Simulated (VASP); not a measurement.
Calculation: PBE GGA, VASP's PBE PAW potentials (set 64) (plane waves; VASP).

Input for VASP

### POSCAR
```
B33N31
1
    7.2488848260     0.0000000000     0.0000000000
    0.0000000000     7.2488848260     0.0000000000
   -0.0000000000    -0.0000000000     7.2488848260
B N
33 31
Direct
  0.5000000000   0.0000000000   0.0000000000
  0.7460330000   0.2559820000   0.0030820000
  0.7465710000   0.9974420000   0.2456820000
  0.0000000000   0.0000000000   0.0000000000
  0.2500000000   0.2500000000   0.0000000000
  0.4986480000   0.4979940000   0.0043450000
  0.7500000000   0.7500000000   0.0000000000
  0.2500000000   0.0000000000   0.2500000000
  0.4932010000   0.2554560000   0.2479830000
  0.6309060000   0.3736240000   0.3745640000
  0.7492730000   0.5056490000   0.2519680000
  0.4961970000   0.9951840000   0.4993580000
  0.7503720000   0.2464720000   0.4934780000
  0.7500000000   0.0000000000   0.7500000000
  0.0000000000   0.5000000000   0.0000000000
  0.2500000000   0.7500000000   0.0000000000
  0.0000000000   0.2500000000   0.2500000000
  0.2434570000   0.5064320000   0.2561950000
  0.5042130000   0.7484360000   0.2529230000
  0.0000000000   0.0000000000   0.5000000000
  0.2495450000   0.2448800000   0.5005840000
  0.4942620000   0.5012110000   0.5031400000
  0.7523070000   0.7452940000   0.5036520000
  0.2500000000   0.0000000000   0.7500000000
  0.5018830000   0.2464450000   0.7538400000
  0.7564690000   0.5037640000   0.7477420000
  0.0000000000   0.7500000000   0.2500000000
  0.0000000000   0.5000000000   0.5000000000
  0.2500000000   0.7500000000   0.5000000000
  0.0000000000   0.2500000000   0.7500000000
  0.2500000000   0.5000000000   0.7500000000
  0.5000000000   0.7500000000   0.7500000000
  0.0000000000   0.7500000000   0.7500000000
  0.6226710000   0.1189140000   0.1234270000
  0.8687330000   0.3794440000   0.1262710000
  0.8729300000   0.1216420000   0.3682380000
  0.1250000000   0.1250000000   0.1250000000
  0.3778830000   0.3812710000   0.1264100000
  0.6222010000   0.6256170000   0.1314050000
  0.8750000000   0.8750000000   0.1250000000
  0.3723030000   0.1200050000   0.3815710000
  0.8714010000   0.6274390000   0.3740210000
  0.6294520000   0.1269080000   0.6318760000
  0.8776370000   0.3721840000   0.6287340000
  0.8750000000   0.1250000000   0.8750000000
  0.1250000000   0.6250000000   0.1250000000
  0.3750000000   0.8750000000   0.1250000000
  0.1250000000   0.3750000000   0.3750000000
  0.3802110000   0.6277880000   0.3705000000
  0.6250000000   0.8750000000   0.3750000000
  0.1250000000   0.1250000000   0.6250000000
  0.3705920000   0.3737590000   0.6271120000
  0.6187480000   0.6244160000   0.6196630000
  0.8750000000   0.8750000000   0.6250000000
  0.3750000000   0.1250000000   0.8750000000
  0.6250000000   0.3750000000   0.8750000000
  0.8750000000   0.6250000000   0.8750000000
  0.1250000000   0.8750000000   0.3750000000
  0.1250000000   0.6250000000   0.6250000000
  0.3750000000   0.8750000000   0.6250000000
  0.1250000000   0.3750000000   0.8750000000
  0.3750000000   0.6250000000   0.8750000000
  0.6250000000   0.8750000000   0.8750000000
  0.1250000000   0.8750000000   0.8750000000
```

INCAR:
```
ALGO=Fast
EDIFF=1E-5
EDIFFG=-0.03
ENCUT=400
GGA=PE
IBRION=2
ISIF=2
ISMEAR=0
ISYM=0
LASPH=.TRUE.
LCHARG=.FALSE.
LREAL=Auto
LWAVE=.FALSE.
NELECT=252.0
NELM=100
NELMIN=4
NSW=60
PREC=Normal
SIGMA=0.05
SYSTEM=B33N31
```

File KPOINTS:
```
Automatic mesh
0
Gamma
1 1 1
0 0 0
```

POTCAR, in this order: B N (PBE.64 set). Program: vasp_gam.

The cell is charged, with a uniform compensating background. The supercell is sampled at Γ alone, which is coarse: total energies, pressure and levels can be off, energies of defects by several tenths of an eV.

### Question
What does the run give for the energy per atom (σ→0)?

### Answer

| Property | Value |
|---|---|
| energy per atom (σ→0) | -8.808 eV/atom |

### OSZICAR
```
...
RMM:   4    -0.563737620517E+03   -0.66947E-06   -0.60007E-05   252   0.163E-02
  31 F= -.56373762E+03 E0= -.56373762E+03  d E =-.728155E-03
       N       E                     dE             d eps       ncg     rms          rms(c)
DAV:   1    -0.563737640393E+03   -0.20546E-04   -0.30137E-03   372   0.153E-01    0.146E-02
RMM:   2    -0.563737640751E+03   -0.35801E-06   -0.50436E-05   252   0.196E-02    0.763E-03
RMM:   3    -0.563737640955E+03   -0.20410E-06   -0.70088E-06   190   0.684E-03    0.469E-03
RMM:   4    -0.563737641001E+03   -0.45355E-07   -0.16442E-06   177   0.276E-03
  32 F= -.56373764E+03 E0= -.56373764E+03  d E =-.748639E-03
```

The cell is a supercell with a defect, built from BN (zinc blende): B_N, charge +2. The run is not spin-polarised, so no state with unpaired spins was tried.
